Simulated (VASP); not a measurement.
All values below come from r2SCAN meta-GGA, VASP's PBE PAW potentials (set 64) (plane waves; VASP).

Input for VASP

### KPOINTS
```
kpoints
0
Gamma
 8 8 8
```

**INCAR**
```
! general
SYSTEM  = Pt3Ti
PREC    = Accurate
ENCUT   = 520
LREAL   = .False.
LASPH   = .True.

! electronic loop
EDIFF   = 1E-7
NELM    = 100
ALGO    = Normal
LMAXMIX = 6
LMIXTAU = .True.

! smearing
ISMEAR  = 1
SIGMA   = 0.1

! functional
METAGGA = R2SCAN

! ions
ISIF    = 2

! output
LWAVE   = .False.
LCHARG  = .False.
```

POSCAR:
```
Pt3Ti
1
    3.8855275774     0.0000000000     0.0000000000
    0.0000000000     3.8855275774     0.0000000000
    0.0000000000     0.0000000000     3.8855275774
Ti Pt
1 3
Direct
  0.0000000000   0.0000000000   0.0000000000
  0.0000000000   0.5000000000   0.5000000000
  0.5000000000   0.0000000000   0.5000000000
  0.5000000000   0.5000000000   0.0000000000
```

POTCAR, in this order: Ti_sv Pt (PBE.64 set). Program: vasp_std.

Output

OUTCAR:
```
 ion  position               nearest neighbor table
   1  0.000  0.000  0.000-   2 2.75   3 2.75   4 2.75   2 2.75   3 2.75   2 2.75   4 2.75   2 2.75
                             3 2.75   4 2.75   3 2.75   4 2.75
   2  0.000  0.500  0.500-   1 2.75   3 2.75   4 2.75   1 2.75   4 2.75   1 2.75   3 2.75   1 2.75
                             3 2.75   4 2.75   4 2.75   3 2.75
   3  0.500  0.000  0.500-   1 2.75   2 2.75   4 2.75   1 2.75   4 2.75   2 2.75   4 2.75   4 2.75
                             1 2.75   2 2.75   1 2.75   2 2.75
   4  0.500  0.500  0.000-   1 2.75   2 2.75   3 2.75   2 2.75   3 2.75   1 2.75   3 2.75   3 2.75
                             1 2.75   2 2.75   2 2.75   1 2.75
  LATTYP: Found a simple cubic cell.
 ALAT       =     3.8855275774
 Subroutine PRICEL returns:
 Original cell was already a primitive cell.
 Subroutine GETGRP returns: Found 48 space group operations
The static configuration has the point symmetry O_h .
The dynamic configuration has the point symmetry O_h .
 Subroutine INISYM returns: Found 48 space group operations
 Subroutine IBZKPT returns following result:
 Found     35 irreducible k-points:

 Following reciprocal coordinates:
            Coordinates               Weight
  0.000000  0.000000  0.000000      1.000000
  0.125000  0.000000  0.000000      6.000000
  0.250000  0.000000  0.000000      6.000000
  0.375000  0.000000  0.000000      6.000000
  0.500000  0.000000  0.000000      3.000000
  0.125000  0.125000  0.000000     12.000000
  0.250000  0.125000  0.000000     24.000000
  0.375000  0.125000  0.000000     24.000000
  0.500000  0.125000  0.000000     12.000000
  0.250000  0.250000  0.000000     12.000000
  0.375000  0.250000  0.000000     24.000000
  0.500000  0.250000  0.000000     12.000000
  0.375000  0.375000  0.000000     12.000000
  0.500000  0.375000  0.000000     12.000000
  0.500000  0.500000  0.000000      3.000000
  0.125000  0.125000  0.125000      8.000000
  0.250000  0.125000  0.125000     24.000000
  0.375000  0.125000  0.125000     24.000000
...
```

File OSZICAR:
```
       N       E                     dE             d eps       ncg     rms          rms(c)
DAV:   1     0.252763670140E+03    0.25276E+03   -0.21929E+04  1750   0.187E+03
DAV:   2    -0.149106850781E+03   -0.40187E+03   -0.39451E+03  1896   0.473E+02
DAV:   3    -0.184905707325E+03   -0.35799E+02   -0.34624E+02  2616   0.119E+02
DAV:   4    -0.185965758568E+03   -0.10601E+01   -0.10557E+01  2085   0.222E+01
DAV:   5    -0.186005348010E+03   -0.39589E-01   -0.39532E-01  2564   0.397E+00    0.245E+01
DAV:   6    -0.171411897834E+03    0.14593E+02   -0.20812E+01  2450   0.453E+01    0.101E+01
DAV:   7    -0.171669885857E+03   -0.25799E+00   -0.15042E+01  2406   0.264E+01    0.957E+00
DAV:   8    -0.170791114357E+03    0.87877E+00   -0.29872E+00  2265   0.104E+01    0.380E+00
DAV:   9    -0.171175338052E+03   -0.38422E+00   -0.24866E+00  2412   0.106E+01    0.338E+00
DAV:  10    -0.171089089690E+03    0.86248E-01   -0.16995E+00  2368   0.101E+01    0.867E-01
DAV:  11    -0.171093956328E+03   -0.48666E-02   -0.88910E-02  2583   0.184E+00    0.315E-01
DAV:  12    -0.171093448998E+03    0.50733E-03   -0.15755E-03  2153   0.283E-01    0.279E-01
DAV:  13    -0.171089239773E+03    0.42092E-02   -0.82024E-03  2014   0.558E-01    0.217E-01
DAV:  14    -0.171094320330E+03   -0.50806E-02   -0.63415E-03  2245   0.501E-01    0.806E-02
DAV:  15    -0.171094225511E+03    0.94819E-04   -0.20802E-04  2065   0.103E-01    0.803E-02
DAV:  16    -0.171094388668E+03   -0.16316E-03   -0.99474E-04  2330   0.203E-01    0.424E-02
DAV:  17    -0.171094336315E+03    0.52354E-04   -0.94492E-05  1800   0.729E-02    0.376E-02
DAV:  18    -0.171094334690E+03    0.16240E-05   -0.38204E-06  2431   0.149E-02    0.386E-02
DAV:  19    -0.171094339966E+03   -0.52760E-05   -0.12865E-07  1295   0.303E-03    0.380E-02
DAV:  20    -0.171094388600E+03   -0.48634E-04   -0.86741E-05  2224   0.701E-02    0.132E-02
DAV:  21    -0.171094389067E+03   -0.46677E-06   -0.46195E-06  2144   0.159E-02    0.692E-03
DAV:  22    -0.171094388776E+03    0.29150E-06   -0.57901E-07  2159   0.648E-03    0.533E-03
DAV:  23    -0.171094389023E+03   -0.24782E-06   -0.10992E-06  2033   0.635E-03    0.322E-03
DAV:  24    -0.171094388969E+03    0.54316E-07   -0.60649E-08   901   0.206E-03
   1 F= -.17109439E+03 E0= -.17109395E+03  d E =-.132931E-02
```

### OUTCAR
```
------------------------ aborting loop because EDIFF is reached ----------------------------------------
  FORCE on cell =-STRESS in cart. coord.  units (eV):
  Direction    XX          YY          ZZ          XY          YZ          ZX
  --------------------------------------------------------------------------------------
  Total        3.0517090      3.0517090      3.0517090      0.0000000      0.0000000     -0.0000000
  in kB       83.3496370     83.3496370     83.3496370      0.0000000      0.0000000     -0.0000000
  external PRESSURE =      83.3496370 kB  Pullay stress =       0.0000000 kB
  volume of cell :       58.66
      direct lattice vectors                 reciprocal lattice vectors
     3.885527577  0.000000000  0.000000000     0.257365308  0.000000000  0.000000000
     0.000000000  3.885527577  0.000000000     0.000000000  0.257365308  0.000000000
     0.000000000  0.000000000  3.885527577     0.000000000  0.000000000  0.257365308
 POSITION                                       TOTAL-FORCE (eV/Angst)
 -----------------------------------------------------------------------------------
      0.00000      0.00000      0.00000         0.000000      0.000000      0.000000
      0.00000      1.94276      1.94276         0.000000      0.000000      0.000000
      1.94276      0.00000      1.94276         0.000000      0.000000      0.000000
      1.94276      1.94276      0.00000         0.000000      0.000000      0.000000
 -----------------------------------------------------------------------------------
    total drift:                                0.000000      0.000000     -0.000000
  FREE ENERGIE OF THE ION-ELECTRON SYSTEM (eV)
  ---------------------------------------------------
  free  energy   TOTEN  =      -171.0943889691 eV

  energy  without entropy=     -171.0930596621  energy(sigma->0) =     -171.09394587
```
(Selected blocks of OUTCAR.)

The compound is Pt3Ti in the L1_2 structure. This cell is one point of a volume scan, at 0.97 of the reference volume.
